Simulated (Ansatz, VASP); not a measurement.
Given: the input of a run of VASP 6.6.1 on Cu2B. The cell comes from a database or a generator and needn't be the stable form of this composition.

File INCAR:

```
SYSTEM = Cu2B
PREC = Accurate
ENCUT = 520
EDIFF = 1E-7
ISMEAR = -1
SIGMA = 0.05
LREAL = .False.
LASPH = .True.
NELM = 100
ALGO = Normal
ISIF = 2
LWAVE = .False.
LCHARG = .False.
GGA = PE
NBANDS = 34
```

KPOINTS

```
regular mesh
0
Gamma
  7 7 7
  0 0 0
```

Contents of POSCAR:

```
Cu2B
1.0
    0.0000000000      3.2834700000      3.2834700000
    3.2834700000      0.0000000000      3.2834700000
    3.2834700000      3.2834700000      0.0000000000
Cu B
4 2
Direct
    0.1250000000      0.1250000000      0.1250000000
    0.6250000000      0.1250000000      0.1250000000
    0.1250000000      0.1250000000      0.6250000000
    0.1250000000      0.6250000000      0.1250000000
    0.5000000000      0.5000000000      0.5000000000
    0.7500000000      0.7500000000      0.7500000000
```

Potentials or basis: VASP PAW PBE potentials, release 64 (Cu, B).

Launch:

```console
$ cat potpaw_PBE.64/Cu/POTCAR potpaw_PBE.64/B/POTCAR > POTCAR
$ mpirun -np 1 vasp_std > vasp.out
```

Problem. Translate it to Ansatz 0.2.0. Potentials or basis there: Ansatz PAW, cutoff 420 eV.

Solution. As run (cutoffs and basis follow the program's own potentials, and thresholds, step limits or extra output files can differ):

Contents of input.yaml:

```yaml
crystal:
  lattice:
    - [0.0, 3.28347, 3.28347]
    - [3.28347, 0.0, 3.28347]
    - [3.28347, 3.28347, 0.0]
  atoms:
    - { symbol: Cu, position: [0.125, 0.125, 0.125] }
    - { symbol: Cu, position: [0.625, 0.125, 0.125] }
    - { symbol: Cu, position: [0.125, 0.125, 0.625] }
    - { symbol: Cu, position: [0.125, 0.625, 0.125] }
    - { symbol: B, position: [0.5, 0.5, 0.5] }
    - { symbol: B, position: [0.75, 0.75, 0.75] }
hamiltonian:
  xc: pbe
  pseudopotentials: { kind: paw }
kpoints:
  mp_grid: { grid: [7, 7, 7] }
scf:
  occupations: { method: fermi_dirac, width: 0.05 }
output:
  forces: true
  stress: true
  eigenvalues: true
```

Potentials or basis: Ansatz PAW.

Command:

```console
$ ansatz run input.yaml --threads 2 --pin off --max-ram 5120MiB --backend cpu --events-out ev --progress --plain --runs-dir out
```

Both were run:

|  | VASP | Ansatz |
| --- | --- | --- |
| Pressure | 0.4 GPa | 0.1 GPa |

Ansatz's pressure holds a Pulay term of +0.14 GPa for its cutoff of 420 eV, which the other run lacks.

The potentials hold 50 and 82 valence electrons a cell.

Where Ansatz's input types no cutoff or centring, it takes its own default and a Γ-centred mesh.

Pressure is positive in compression.
